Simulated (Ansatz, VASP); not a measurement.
# SnO2: VASP beside Ansatz, part 2 of 2

One calculation is typed for both programs; each brings its own data sets. How far apart do they land? The cell is taken from a series of runs on this material, whose earlier steps may have relaxed, scaled, displaced or heated it; both programs get it as it stands.

VASP 6.6.1 and Ansatz 0.2.0.

So far: Set-up; VASP: G0W0 gap, r2SCAN.

### 3. Ansatz: G0W0 gap, r2SCAN

Level of this step: Ansatz beside VASP: Kohn-Sham DFT, plane waves, r2SCAN (Ansatz).

Ansatz runs on its PAW soft_1 files.

The same cell, functional and mesh now go to Ansatz, which takes its cutoff from its data sets.

The input, input.yaml:

```yaml
crystal:
  lattice:
    - [4.788004, 0.0, 0.0]
    - [0.0, 4.866582, 0.0]
    - [0.0, 0.0, 3.240898]
  atoms:
    - { symbol: Sn, position: [0.5, 0.5, 0.5] }
    - { symbol: Sn, position: [0.0, 0.0, 0.0] }
    - { symbol: O, position: [0.291855, 0.321042, 0.0] }
    - { symbol: O, position: [0.791855, 0.178958, 0.5] }
    - { symbol: O, position: [0.208145, 0.821042, 0.5] }
    - { symbol: O, position: [0.708145, 0.678958, 0.0] }
kpoints:
  mp_grid: { grid: [4, 4, 4] }
hamiltonian:
  xc: r2scan
  pseudopotentials: { kind: paw, azcp: { folder: soft_1 } }
scf:
  occupations: { method: fixed }
gw:
  n_empty_bands: 171
  ecut_chi: 100
  qp_bands: [v2, c2]
  qp_kpoints: band_edges
  screening: { model: contour_deformation }
```

Started as:

```
$ ansatz run input.yaml --threads 2 --pin off --max-ram 92160MiB --backend cuda --events-out ev --progress --plain --runs-dir out --devices 1 --max-vram 13GiB
```

Numbers of over 12 decimals in the logs are rounded to 6 here.

The log of the run:

```text
GPUs: using 1 of 1 available (devices: 1).
Engine: ansatz 0.2.0, x86_64-unknown-linux-gnu
Pseudopotentials: kind: paw
Pseudopotential: Sn, paw, valence charge 14, recommended cutoff 500 eV (meta_gga), soft_1/Sn.paw.azcp
Pseudopotential: O, paw, valence charge 6, recommended cutoff 500 eV (meta_gga), soft_1/O.paw.azcp
Functional definition: r2SCAN
  parameter k0 = 0.174
  parameter k1 = 0.065
  parameter a1 = 4.9479
  exchange = r2scan_x(k0 = k0, k1 = k1, a1 = a1)
  correlation = r2scan_c
device memory: the entry about to start is reckoned to put 1.4 GiB on a device that reports 51.5 GiB free (of which the cap on the GPU budget leaves the run 13.0 GiB)
GPU FFT provider: cuFFT
GPU libraries: cuBLAS 13.8.2, cuFFT 12.4.0, cuSOLVER 12.3.4
Crystal: 6 atoms, lattice volume = 75.517 Å³
Basis set: ecut = 500 eV, 1931 PW (Γ), exchange–correlation on 144×144×96 points (64 copies of the dense FFT grid, shifted against one another)
Bands: 32, of which v1, the nominal top of the filled ones, is band 26 counted from 1 (25 counted from 0)
Symmetry: 8 space group operations
Space group: Pnnm (ITA 58), of the structure as read, at distance tolerance 4.2e-5 Å
k-points: 27 of 64
Non-local potential: Sn, projectors of the file, l = 0: 2, l = 1: 2, l = 2: 2, l = 3: 1
Non-local potential: O, projectors of the file, l = 0: 2, l = 1: 2, l = 2: 1
PAW form: soft (Blöchl's): semilocal exchange-correlation on the pseudo side does not see the compensation charge
PAW frozen core: Sn, regenerated for the run's functional (the file was generated under x = pbe(κ = 0.804, μ = 0.219515), c = pbe(β = 0.066725))
PAW frozen core: O, regenerated for the run's functional (the file was generated under x = pbe(κ = 0.804, μ = 0.219515), c = pbe(β = 0.066725))
PAW one-centre angular grid: Sn, 590 points (default); XC on 160 Gauss nodes
PAW one-centre angular grid: O, 302 points (default); XC on 160 Gauss nodes
Initial density: superposition of atomic densities (chi_scale 0.1, normalization cell, long waves kept (reshape's long-wave potential 0.00 eV rms))
Initial wavefunctions: pseudopotential atomic-orbital guess
GPU buffer pool allocated for 31104 grid points (all kernels)
GPU transforms: local potential and band sums: pruned to the plane-wave sphere, on 36×36×24
Functional: x = r2scan, c = r2scan; τ floored in thin density (d = 2e-4 eV/Å³)
SCF iter   1: F=—  HF=-14352.615537 eV  |F-HF|=—  |Δ(HF+E_count)|=         —  Δρ=7.83e-2  dr2=3.64e0  dr2_τ=4.46e-1  ethr=3.10e-3  ⟨swp⟩=4.0  Hψ=3673  notcnv=0  defer=107
preconditioner: auto → Resta (q_TF=auto, 2.564 Å⁻¹)  ε∞=3.2  [insulator: Δε(μ)=1.603 eV  Ē_g=20.680 eV  n_scr=18 (ndim 8)  ℏωp=30.8 eV  f_vac=0.000  ε∞_Penn≈3.2]
SCF iter   2: F=—  HF=-14352.315436 eV  |F-HF|=—  |Δ(HF+E_count)|=   3.00e-1  Δρ=3.98e-2  dr2=6.22e-1  dr2_τ=6.15e-2  ethr=3.10e-3  ⟨swp⟩=2.0  Hψ=1563  notcnv=0  defer=106
SCF iter   3: F=—  HF=-14352.448287 eV  |F-HF|=—  |Δ(HF+E_count)|=   1.33e-1  Δρ=1.26e-2  dr2=1.03e-1  dr2_τ=8.05e-3  ethr=1.20e-3  ⟨swp⟩=3.0  Hψ=1426  notcnv=0  defer=108
SCF iter   4: F=—  HF=-14352.455626 eV  |F-HF|=—  |Δ(HF+E_count)|=   7.34e-3  Δρ=2.52e-3  dr2=2.38e-3  dr2_τ=3.81e-4  ethr=1.98e-4  ⟨swp⟩=2.0  Hψ=1189  notcnv=0  defer=108
SCF iter   5: F=—  HF=-14352.457145 eV  |F-HF|=—  |Δ(HF+E_count)|=   1.52e-3  Δρ=6.27e-4  dr2=1.62e-4  dr2_τ=1.77e-5  ethr=4.58e-6  ⟨swp⟩=2.1  Hψ=1170  notcnv=0  defer=108
SCF iter   6: F=—  HF=-14352.457259 eV  |F-HF|=—  |Δ(HF+E_count)|=   1.14e-4  Δρ=1.04e-4  dr2=6.14e-6  dr2_τ=6.26e-7  ethr=3.12e-7  ⟨swp⟩=2.0  Hψ=1183  notcnv=0  defer=108
SCF iter   7: F=-14352.457259 eV  HF=-14352.457259 eV  |F-HF|=2.95e-8  |Δ(HF+E_count)|=   5.51e-7  Δρ=1.02e-5  dr2=6.70e-8  dr2_τ=3.90e-9  ethr=1.92e-10  ⟨swp⟩=8.6  Hψ=4264  notcnv=0
SCF 1 converged in 7 iterations: F = -14352.457259 eV  dr2 = 6.70e-8
  greatest PAW one-centre occupation: 0.995 electrons in one spin orbital (limit 2), on the Sn atom at site 1 (counted from 0), in its partial waves of l = 2
device memory: the entry about to start is reckoned to put 1.5 GiB (of the 1.6 GiB reckoned in all, the device holds 0.1 GiB already) on a device that reports 60.3 GiB free (of which the cap on the GPU budget leaves the run 12.9 GiB)
NSCF: frozen V_eff on 27 k-points, pencils in batches of 32, up to order 128
the band table was solved once the SCF had ended and its energy, with any forces and stress, was formed, with the checks that follow a solve (3567 applications of the Hamiltonian). They found nothing against the state; the energy, forces and stress were not computed again (output.eigenvalues in the input reference)
device memory: the entry about to start is reckoned to put 1.8 GiB on a device that reports 61.0 GiB free (of which the cap on the GPU budget leaves the run 13.0 GiB)
NSCF: frozen V_eff on 27 k-points
G₀W₀ screening: q 1/27
[... further progress lines ...]
SCF converged after 7 iterations
Free energy (F): -14352.457259 eV
Harris-Foulkes:  -14352.457259 eV  (|F-HF|=2.95e-8)
Internal energy: -14352.457259 eV  (E = F + TS)
E sigma→0 (E₀):  -14352.457259 eV
Fermi energy:    8.257569 eV
--- Per-component energies (eV) ---
  E_band       = -192.007283
  E_kinetic    = 1015.491609
  E_local      = -3260.975649  (includes V_loc(G=0)·N_el)
  E_nonlocal   = 496.654620
  E_hartree    = 1477.634066
  E_xc         = -511.300463
  E_vxc        = -573.795150  (∫ρ·V_xc dr)
  E_paw        = -9458.842493  (= ΣΔE_a)
  E_vpaw       = -860.803364  (= ΣTr[D̂ρ^β])
  E_aug_tail   = 0.001248  (compensation charges beyond the density's cutoff)
  E_vtau       = 36.149710  (kinetic-family band-sum trace: ∫τ·v_τ [+ j·A + Jᵃ·Aᵃ] dr)
  E_ewald      = -4112.463075
  E_core_change = 1.342878  (= ΣΔE_core)
  E_smearing   = -0.000000  (= −TS)
  E_closure    = 0.000000  (closes the sum)
  Σ components = -14352.457259   (vs F -14352.457259, Δ=0.00e0)
--- Band table (eV; the first three rows and the last of 27) ---
  k-point 0: bands = [... 22 lower, 7.1528, 7.6194, 7.6281, 8.2576, 9.6685, 14.7184, 15.0899, 15.2489, ... 2 higher]
  k-point 1: bands = [... 22 lower, 5.8468, 7.5108, 7.5871, 7.8425, 12.2309, 15.4498, 17.1601, 17.2764, ... 2 higher]
  k-point 2: bands = [... 22 lower, 6.7764, 6.7764, 7.1773, 7.1773, 14.6736, 14.6736, 18.5196, 18.5196, ... 2 higher]
  k-point 26: bands = [... 22 lower, 7.4037, 7.4037, 7.5531, 7.5531, 13.4384, 13.4384, 17.7175, 17.7175, ... 2 higher]
--- G₀W₀: contour deformation, 7 samples at zero and on the imaginary axis and 2 off it, 64 q-points, 171 empty bands' worth ---
  eigenvalues of the whole cell's RPA ε∞ on this k-mesh (on a slab, of 1 + 4πα/V) = 4.2336, 4.2654, 4.5257; static W/v taken at q = 0 is 0.228140
  bands read: the sum over 197 bands ends inside a degenerate multiplet in 18 slots, whose members it reads at an even weight; the widest, k=2: bands 197 to 198 (counted from 1) at 1/2 each
  gw.qp_kpoints: band_edges: 15 of 27 stored k-points solved, in 1 pass; an edge of the gap read off the rows below is read off those points alone
    valence top: of the k-points left out ik 19 came nearest to being solved in a further pass, in band 26 (counted from 1, as in the quasiparticle table): it holds the edge there only if its correction is more favourable than any solved in that band by at least 0.526 eV; those differ by 0.224 eV
    conduction bottom: of the k-points left out ik 21 came nearest to being solved in a further pass, in band 27 (counted from 1, as in the quasiparticle table): it holds the edge there only if its correction is more favourable than any solved in that band by at least 3.365 eV; those differ by 0.612 eV
    ik  band        ε_KS         Σx   Σc(E_QP)       V_xc       Z   E_QP_lin       E_QP  E_QP is
     0    25      7.6281   -26.2987     4.8494   -21.1936  0.7545     7.3713     7.3724  root
     0    26      8.2576   -26.8257     5.0796   -21.4476  0.7558     7.9574     7.9590  root
     0    27      9.6685   -14.0855    -3.1529   -17.8951  0.8272    10.3294    10.3251  root
     0    28     14.7184   -12.0166    -4.4303   -17.4591  0.8024    15.7513    15.7305  root
     1    25      7.5871   -26.4779     4.9439   -21.2345  0.7537     7.2859     7.2876  root
     1    26      7.8425   -26.4266     5.2423   -20.8107  0.7510     7.4661     7.4689  root
     1    27     12.2309   -15.3580    -3.3663   -19.7753  0.8066    13.2979    13.2820  root
     1    28     15.4498   -13.7490    -4.6286   -19.6437  0.7837    16.7564    16.7159  root
     2    25      7.1773   -26.1641     5.3114   -20.4059  0.7454     6.7261     6.7305  root
     2    26      7.1773   -26.1641     5.3114   -20.4059  0.7454     6.7261     6.7305  root
     2    27     14.6736   -14.4914    -4.3358   -20.0958  0.7907    15.9784    15.9421  root
     2    28     14.6736   -14.4914    -4.3358   -20.0958  0.7907    15.9784    15.9421  root
     3    25      7.6520   -26.3866     4.8777   -21.2415  0.7545     7.3832     7.3845  root
     3    26      7.9395   -26.4249     5.1325   -20.9384  0.7530     7.5832     7.5856  root
     3    27     10.9792   -15.1892    -2.9738   -19.0062  0.8133    11.8311    11.8223  root
     3    28     14.2635   -12.9151    -4.1995   -18.1466  0.7995    15.3174    15.2956  root
     4    25      7.5300   -26.4003     4.9695   -21.1093  0.7530     7.2066     7.2086  root
     4    26      7.8198   -26.5724     5.0795   -21.1606  0.7535     7.4854     7.4874  root
     4    27     12.7253   -14.9621    -3.5975   -19.6331  0.8048    13.8175    13.7989  root
     4    28     15.1529   -14.1824    -4.5199   -19.9668  0.7830    16.4576    16.4175  root
     6    25      7.6917   -26.4317     4.9600   -21.1617  0.7540     7.3799     7.3817  root
     6    26      7.6917   -26.4317     4.9600   -21.1617  0.7540     7.3799     7.3817  root
     6    27     12.9251   -14.5402    -3.6489   -19.2226  0.8009    13.9774    13.9587  root
     6    28     12.9251   -14.5402    -3.6489   -19.2226  0.8009    13.9774    13.9587  root
[...]
22    25      7.6768   -26.5008     5.1468   -21.0016  0.7514     7.3221     7.3245  root
    22    26      7.6768   -26.5008     5.1468   -21.0016  0.7514     7.3221     7.3245  root
    22    27     13.7888   -14.2940    -4.0433   -19.4718  0.7999    14.9478    14.9234  root
    22    28     13.7888   -14.2940    -4.0433   -19.4718  0.7999    14.9478    14.9234  root
    26    25      7.5531   -26.5035     5.3318   -20.7799  0.7481     7.1583     7.1614  root
    26    26      7.5531   -26.5035     5.3318   -20.7799  0.7481     7.1583     7.1614  root
    26    27     13.4384   -13.0615    -4.0227   -18.0793  0.8140    14.4490    14.4336  root
    26    28     13.4384   -13.0615    -4.0227   -18.0793  0.8140    14.4490    14.4336  root
```

Reading the cycles: dr2 is the Hartree energy of the density residual (eV), the measure of convergence; HF is the Harris–Foulkes estimate of the energy, which meets the free energy F at convergence.

### 4. Side by side

Known differences besides the potentials themselves: VASP keeps PBE cores, Ansatz makes them for the functional; fixed occupations in Ansatz, narrow Gaussian smearing in VASP; the cutoff is 500 eV in Ansatz and 440 eV in VASP; Ansatz integrates over frequency by contour deformation, VASP on a grid of NOMEGA points; Ansatz's G0W0 levels solve the quasiparticle equation, VASP's are linearised. Total energies have different zeros and are not compared.

Compared:

```tsv
quantity	Ansatz	VASP	difference
G0W0 gap on the mesh (eV)	2.37	2.37	-0.01
Kohn-Sham gap under it (eV)	1.41	1.37	+0.04
```

### 5. What came out

```
difference in G0W0 gap on the mesh (G0W0 gap, r2SCAN) : -0.0053 eV
```

In words: The difference in G0W0 gap on the mesh is -0.0053 eV (G0W0 gap, r2SCAN). Such differences can come from data sets, numerical settings and the points named under the comparisons, not from the functional's error against experiment.

[Lines on the potential files, build, host, timing and source positions are cut from VASP's logs without a mark.]

[Logs are printed without paths, hosts, clocks, repeated set-up lines and the standing remarks that a program may print on its own settings, such as how far it seeks lower states.]

[Hosts, paths, dates, database ids (printed as entryN), source tags and the programs' standing remarks are cut or masked in the printed files.]
